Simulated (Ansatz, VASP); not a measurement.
## Li3Y: VASP beside Ansatz

```
CELL_PARAMETERS angstrom
6.56809 0.00000 0.00000
-3.28405 5.68814 0.00000
0.00000 0.00000 4.99279
ATOMIC_POSITIONS crystal
Li 0.29954 0.14977 0.75000
Li 0.85023 0.14977 0.75000
Li 0.85023 0.70046 0.75000
Li 0.70046 0.85023 0.25000
Li 0.14977 0.85023 0.25000
Li 0.14977 0.29954 0.25000
Y 0.66667 0.33333 0.25000
Y 0.33333 0.66667 0.75000
```

The cell comes from a database or a generator and needn't be the stable form of this composition.

Alike in both runs: task single point; functional LDA; k mesh 4 × 4 × 5; occupations gaussian, width 0.05 eV; no spin polarisation.

|  | VASP | Ansatz |
| --- | --- | --- |
| version | VASP 6.6.1 | Ansatz 0.2.0 |
| potentials or method | VASP PAW LDA potentials, release 64 (Li_sv, Y_sv) | plane waves, PAW |
| plane-wave cutoff (eV) | 520 | 420 |
| valence electrons in the cell | 40 | 40 |

```tsv
	VASP	Ansatz	Ansatz less VASP
gap on the k mesh at the Fermi level (eV)	none	none	-
rms of the force components (eV/Å)	0.033	0.032	-0.0007
```

Atom by atom the forces differ by 0.001 eV/Å (rms over components). A gap of «none» marks a metal or a gap that the smearing closes. Ansatz warned: «structure_snapped_to_symmetry».
